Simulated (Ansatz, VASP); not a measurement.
# Cross-check of Cu10S (Cu(110)-(2x1)-S, longbridge site) between VASP and Ansatz, part 2 of 2

Wanted: the spread between two codes on one cell, functional and k mesh. The cell is taken from a series of runs on this material, whose earlier steps may have relaxed, scaled, displaced or heated it; both programs get it as it stands.

VASP 6.6.1 and Ansatz 0.2.0.

So far: Set-up; Ansatz: single point, PBE.

### 3. VASP: single point, PBE

Level of this step: PBE, no spin polarisation; plane waves and PAW (Cu, S) (VASP).

The same cell, functional, mesh and smearing now go to VASP, with its own data sets.

Lines of VASP's logs that name or quote its potential files are left out, and so is its time.

INCAR

```
SYSTEM = Cu10S
PREC = Accurate
ENCUT = 520
EDIFF = 1E-06
NELM = 120
ISMEAR = -1
SIGMA = 0.05
LREAL = .FALSE.
ALGO = Normal
GGA = PE
NBANDS = 71
LASPH = .TRUE.
LORBIT = 11
LWAVE = .FALSE.
LCHARG = .FALSE.
ISIF = 2
LDIPOL = .TRUE.
IDIPOL = 3
DIPOL = 0.5 0.5 0.48
LVHAR = .TRUE.
GGA_COMPAT = .FALSE.
NELMDL = -8
KPAR = 2
```

POSCAR

```
Cu10S
1.0
    3.6100000000      0.0000000000      0.0000000000
    0.0000000000      5.1053109602      0.0000000000
    0.0000000000      0.0000000000     23.7126537985
Cu S
10 1
Direct
    0.0000000000      0.0000000000      0.3584584025
    0.0000000000      0.5000000000      0.3584584025
    0.5000000000      0.2500000000      0.4122831558
    0.5000000000      0.7500000000      0.4122831558
    0.0000000000      0.0000000000      0.4649278129
    0.0000000000      0.5000000000      0.4669798812
    0.5000000000      0.2510512076      0.5211201426
    0.5000000000      0.7489487924      0.5211201426
    0.0000000000      0.0000000000      0.5721224942
    0.0000000000      0.5000000000      0.5731854620
    0.5000000000      0.0000000000      0.6200621437
```

KPOINTS

```
Automatic mesh
0
Gamma
16 12 1
0 0 0
```

PAW data sets: Cu and S (PBE family, release 64).

Command:

```bash
$ mpirun -np 2 vasp_std
```

Numbers of over 12 decimals in the logs are rounded to 6 here.

The program printed:

```text
[banner, memory and clock lines left out]
running    2 mpi-ranks, on    1 nodes
 distrk:  each k-point on    1 cores,    2 groups
 distr:  one band on    1 cores,    1 groups

 POSCAR found type information on POSCAR CuS
 POSCAR found :  2 types and      11 ions
 LDA part: xc-table for (Slater+PW92), standard interpolation
 POSCAR, INCAR and KPOINTS ok, starting setup
 FFT: planning ... GRIDC
 FFT: planning ... GRID_SOFT
 FFT: planning ... GRID
 WAVECAR not read
 entering main loop
       N       E                     dE             d eps       ncg     rms          rms(c)
DAV:   1     0.105171079752E+04    0.10517E+04   -0.48300E+04  8946   0.184E+03
DAV:   2     0.825164552783E+02   -0.96919E+03   -0.93573E+03  8946   0.411E+02
DAV:   3    -0.369663473057E+02   -0.11948E+03   -0.11324E+03 10741   0.196E+02
DAV:   4    -0.471819604498E+02   -0.10216E+02   -0.97824E+01 13248   0.581E+01
DAV:   5    -0.474606568448E+02   -0.27870E+00   -0.27763E+00 12973   0.109E+01
DAV:   6    -0.474674478037E+02   -0.67910E-02   -0.67898E-02 13842   0.139E+00
DAV:   7    -0.474675952822E+02   -0.14748E-03   -0.14747E-03 13510   0.243E-01
DAV:   8    -0.474676019063E+02   -0.66240E-05   -0.66239E-05 13910   0.453E-02    0.245E+01
DAV:   9    -0.433493648465E+02    0.41182E+01   -0.99854E+01 10286   0.147E+02    0.150E+01
DAV:  10    -0.396661409863E+02    0.36832E+01   -0.40193E+01 10524   0.113E+02    0.668E+00
DAV:  11    -0.389783485421E+02    0.68779E+00   -0.13162E+01 12452   0.936E+01    0.527E+00
DAV:  12    -0.387402055243E+02    0.23814E+00   -0.48589E+00 13107   0.598E+01    0.279E+00
DAV:  13    -0.387536968224E+02   -0.13491E-01   -0.16763E+00 11445   0.273E+01    0.189E+00
DAV:  14    -0.387734941867E+02   -0.19797E-01   -0.79412E-01 10359   0.174E+01    0.129E+00
[...]
DAV:  27    -0.387560109187E+02   -0.43613E-04   -0.65100E-06 10350   0.534E-02    0.622E-03
DAV:  28    -0.387560468468E+02   -0.35928E-04   -0.83683E-06  9646   0.495E-02    0.448E-03
DAV:  29    -0.387560628595E+02   -0.16013E-04   -0.15339E-06  6757   0.218E-02    0.255E-03
DAV:  30    -0.387560744460E+02   -0.11586E-04   -0.19811E-06  6494   0.185E-02    0.213E-03
DAV:  31    -0.387560785774E+02   -0.41314E-05   -0.50661E-07  6301   0.138E-02    0.611E-04
DAV:  32    -0.387560818107E+02   -0.32333E-05   -0.43154E-07  6205   0.655E-03    0.110E-03
DAV:  33    -0.387560843309E+02   -0.25202E-05   -0.27689E-07  6191   0.104E-02    0.434E-04
DAV:  34    -0.387560852835E+02   -0.95253E-06   -0.11692E-07  6134   0.285E-03
   1 F= -.38756085E+02 E0= -.38740530E+02  d E =-.311114E-01
```

OUTCAR, selected parts (step 3):

```text
ion  position               nearest neighbor table
   1  0.000  0.000  0.358-   5 2.52   2 2.55   2 2.55   3 2.55   4 2.55   3 2.55   4 2.55
   2  0.000  0.500  0.358-   1 2.55   1 2.55   4 2.55   3 2.55   3 2.55   4 2.55   6 2.57
   3  0.500  0.250  0.412-   5 2.54   5 2.54   4 2.55   4 2.55   1 2.55   1 2.55   2 2.55   2 2.55
                             6 2.56   6 2.56   7 2.58
   4  0.500  0.750  0.412-   5 2.54   5 2.54   3 2.55   3 2.55   1 2.55   1 2.55   2 2.55   2 2.55
                             6 2.56   6 2.56   8 2.58
   5  0.000  0.000  0.465-   1 2.52   3 2.54   4 2.54   3 2.54   4 2.54   9 2.54   6 2.55   6 2.55
                             7 2.58   8 2.58   7 2.58   8 2.58
   6  0.000  0.500  0.467-  10 2.52   5 2.55   5 2.55   7 2.55   8 2.55   7 2.55   8 2.55   3 2.56
                             4 2.56   4 2.56   3 2.56   2 2.57
   7  0.500  0.251  0.521-   9 2.52   9 2.52  10 2.53  10 2.53   8 2.54   6 2.55   6 2.55   8 2.56
                             3 2.58   5 2.58   5 2.58  11 2.67
   8  0.500  0.749  0.521-   9 2.52   9 2.52  10 2.53  10 2.53   7 2.54   6 2.55   6 2.55   7 2.56
                             4 2.58   5 2.58   5 2.58  11 2.67
   9  0.000  0.000  0.572-  11 2.13  11 2.13   7 2.52   7 2.52   8 2.52   8 2.52   5 2.54  10 2.55
                            10 2.55
  10  0.000  0.500  0.573-   6 2.52   7 2.53   8 2.53   7 2.53   8 2.53   9 2.55   9 2.55
  11  0.500  0.000  0.620-   9 2.13   9 2.13   7 2.67   8 2.67

  LATTYP: Found a simple orthorhombic cell.
 ALAT       =     3.6100000000
 B/A-ratio  =     1.4142135624
 C/A-ratio  =     6.5686021602

 Subroutine GETGRP returns: Found  4 space group operations
 (whereof  4 operations were pure point group operations)

The static configuration has the point symmetry C_2v.

 Found     63 irreducible k-points:

   k-points           NKPTS =     63   k-points in BZ     NKDIM =     63   number of bands    NBANDS=     71

   dimension x,y,z NGX =    28 NGY =   40 NGZ =  180
   dimension x,y,z NGXF=    56 NGYF=   80 NGZF=  360

   ENCUT  =  520.0 eV  38.22 Ry    6.18 a.u.   6.71  9.49 44.09*2*pi/ulx,y,z

   NELECT =     116.0000    total number of electrons

 k-points in reciprocal lattice and weights: Automatic mesh
   0.00000000  0.00000000  0.00000000       0.005
   0.06250000  0.00000000  0.00000000       0.010
   0.12500000  0.00000000  0.00000000       0.010
   0.18750000  0.00000000  0.00000000       0.010
   0.25000000  0.00000000  0.00000000       0.010
   0.31250000  0.00000000  0.00000000       0.010
   0.37500000  0.00000000  0.00000000       0.010
   0.43750000  0.00000000  0.00000000       0.010
   0.50000000  0.00000000  0.00000000       0.005
[...]
0.43750000  0.50000000  0.00000000       0.010
   0.50000000  0.50000000  0.00000000       0.005

 dipolmoment           0.000000      0.000000      0.092417 electrons x Angstroem

 average (electrostatic) potential at core
       1 -71.7015       2 -71.6942       3 -72.1277       4 -72.1277       5 -72.0802
       6 -72.2000       7 -72.1888       8 -72.1888       9 -72.5236      10 -71.6160
      11 -92.6218

 E-fermi :  -0.8853

 k-point     1 :       0.0000    0.0000    0.0000
  band No.  band energies     occupation
    ...
     54      -2.2971      2.00000
     55      -2.0402      2.00000
     56      -1.1429      1.98850
     57      -1.1406      1.98796
     58      -0.8745      0.89264
     59      -0.5914      0.00558
     60      -0.1635      0.00000
     61       0.4086      0.00000
     62       0.8512      0.00000
     63       2.1705      0.00000
    ...

 k-point     2 :       0.0625    0.0000    0.0000
  band No.  band energies     occupation
    ...
     54      -2.2649      2.00000
     55      -2.0476      2.00000
     56      -1.3833      1.99991
     57      -1.0526      1.93191
     58      -0.8546      0.70227
     59      -0.5686      0.00354
     60      -0.1026      0.00000
     61       0.4750      0.00000
     62       0.9212      0.00000
     63       1.8137      0.00000
    ...

 k-point     3 :       0.1250    0.0000    0.0000
  band No.  band energies     occupation
    ...
     53      -2.3408      2.00000
     54      -2.2108      2.00000
     55      -2.0778      2.00000
     56      -1.7299      2.00000
     57      -1.0294      1.89394
     58      -0.8012      0.31363
     59      -0.5104      0.00111
     60       0.0379      0.00000
     61       0.6534      0.00000
     62       1.0142      0.00000
    ...

  Total        3.5547750     -1.1714769     -0.7814088      0.0000000      0.0000000      0.0000000
  in kB       13.0320619     -4.2947191     -2.8647011      0.0000000      0.0000000      0.0000000
  external PRESSURE =       1.9575472 kB  Pullay stress =       0.0000000 kB

  energy-cutoff  :      520.00
  volume of cell :      437.03
      direct lattice vectors                 reciprocal lattice vectors
     3.610000000  0.000000000  0.000000000     0.277008310  0.000000000  0.000000000
     0.000000000  5.105310960  0.000000000     0.000000000  0.195874455  0.000000000
     0.000000000  0.000000000 23.712653798     0.000000000  0.000000000  0.042171577

 POSITION                                       TOTAL-FORCE (eV/Angst)
 -----------------------------------------------------------------------------------
      0.00000      0.00000      8.50000         0.000000      0.000000      0.280425
      0.00000      2.55266      8.50000         0.000000      0.000000      0.346219
      1.80500      1.27633      9.77633         0.000000      0.005945     -0.330323
      1.80500      3.82898      9.77633         0.000000     -0.005945     -0.330323
      0.00000      0.00000     11.02467         0.000000      0.000000     -0.015599
      0.00000      2.55266     11.07333         0.000000      0.000000     -0.004474
      1.80500      1.28169     12.35714         0.000000     -0.007509      0.009824
      1.80500      3.82362     12.35714         0.000000      0.007509      0.009824
      0.00000      0.00000     13.56654         0.000000      0.000000      0.028364
      0.00000      2.55266     13.59175         0.000000      0.000000      0.044019
      1.80500      0.00000     14.70332         0.000000      0.000000     -0.037956
 -----------------------------------------------------------------------------------
    total drift:                                0.000000     -0.000000     -0.004677

  FREE ENERGIE OF THE ION-ELECTRON SYSTEM (eV)
  ---------------------------------------------------
  free  energy   TOTEN  =       -38.7560852835 eV

  energy  without entropy=      -38.7249738540  energy(sigma->0) =      -38.74052957

 vacuum level on the upper side and lower side of the slab         4.246         3.338

 total charge
# of ion       s       p       d       tot
------------------------------------------
    1        0.441   0.227   9.220   9.887
    2        0.438   0.221   9.225   9.884
    3        0.443   0.357   9.171   9.972
    4        0.443   0.357   9.171   9.972
    5        0.455   0.368   9.189  10.012
    6        0.435   0.384   9.173   9.992
    7        0.426   0.379   9.181   9.986
    8        0.426   0.379   9.181   9.986
    9        0.483   0.519   9.179  10.181
   10        0.394   0.223   9.269   9.885
   11        1.358   2.294   0.000   3.652
--------------------------------------------------
tot          5.740   5.708  91.962 103.410

[... 3 further parts left out ...]
```

This run has no spin polarisation, so a moment on Cu, if there is one, isn't seen.

### 4. Side by side

Known differences besides the potentials themselves: the data sets hold 196 valence electrons in Ansatz (on its default PAW (the set named soft_2) files) and 116 in VASP; the cutoff is 420 eV in Ansatz and 520 eV in VASP. Total energies have different zeros and are not compared.

The two programs side by side:

| quantity | Ansatz | VASP | difference |
| --- | --- | --- | --- |
| work function, lower of the two faces (eV) | 4.24 | 4.22 | +0.02 |
| work function, higher of the two faces (eV) | 5.13 | 5.13 | 0.00 |

With vacuum in the cell, a pressure given here is an average over mostly empty space and none of the material.

### 5. Summary of results

| Quantity | Value |
| --- | --- |
| difference in work function, lower of the two faces (single point, PBE) | 0.019 eV |

What this shows: The difference in work function, lower of the two faces is 0.019 eV (single point, PBE). The data sets hold unlike numbers of valence electrons (196 in Ansatz and 116 in VASP), so part of the differences comes from the potentials. How closely two codes agree says nothing of how well the functional describes the real material.

[Lines on the potential files, build, host, timing and source positions are cut from VASP's logs without a mark.]

[Logs are printed without paths, hosts, clocks, repeated set-up lines and the standing remarks that a program may print on its own settings, such as how far it seeks lower states.]

[Hosts, paths, dates, database ids (printed as entryN), source tags and the programs' standing remarks are cut or masked in the printed files.]
